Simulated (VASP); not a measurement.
An input for Quantum ESPRESSO's pw.x (written as the equivalent of a VASP run, and not itself run):

```
&CONTROL
  calculation = 'scf'
  pseudo_dir = './pseudo'
  outdir = './out'
  tprnfor = .true.
  tstress = .true.
/
&SYSTEM
  ibrav = 0
  nat = 3
  ntyp = 2
  ecutwfc = 88
  occupations = 'smearing'
  smearing = 'gaussian'
  degauss = 0.003675
  input_dft = 'pbe'
/
&ELECTRONS
  conv_thr = 7.3e-08
  electron_maxstep = 100
/
ATOMIC_SPECIES
  Na 22.990 Na.upf
  S 32.060 S.upf
CELL_PARAMETERS angstrom
     0.0000000    3.3354000    3.3354000
     3.3354000    0.0000000    3.3354000
     3.3354000    3.3354000    0.0000000
ATOMIC_POSITIONS crystal
  Na   0.2500000  0.2500000  0.2500000
  Na   0.7500000  0.7500000  0.7500000
  S    0.0000000  0.0000000  0.0000000
K_POINTS automatic
  5 5 5 0 0 0
```

### Question
Translate this input to VASP (INCAR, KPOINTS, POSCAR, choice of POTCAR).

### Answer
This is not unique; one that fits is 
File POSCAR:
```
Na2S
3.33540
  0.0000000000   1.0000000000   1.0000000000
  1.0000000000   0.0000000000   1.0000000000
  1.0000000000   1.0000000000   0.0000000000
Na S
2 1
Cart
  0.5000000000   0.5000000000   0.5000000000
  1.5000000000   1.5000000000   1.5000000000
  0.0000000000   0.0000000000   0.0000000000
```

INCAR:
```
SYSTEM = Na2S
PREC = Accurate; ENCUT = 400; LREAL = .FALSE.
LASPH = .TRUE.
EDIFF = 1E-6; NELM = 100; ALGO = Normal
ISMEAR = 0; SIGMA = 0.05
GGA = PE
ISIF = 2
LWAVE = .FALSE.; LCHARG = .FALSE.
```

**KPOINTS**
```
kpoints
0
gamma
  5 5 5
0 0 0
```

POTCAR, in this order: Na_pv S (PBE.64 set). Program: vasp_std.

Limits of the translation: the potentials are each code's own (VASP's PAW set, PseudoDojo norm-conserving files in pw.x), so ENCUT and ecutwfc are chosen apart and not converted; conv_thr bounds pw.x's estimated SCF error, while EDIFF bounds the energy change between steps.

The compound is Na2S in the antifluorite structure. The cell was not relaxed at this level.
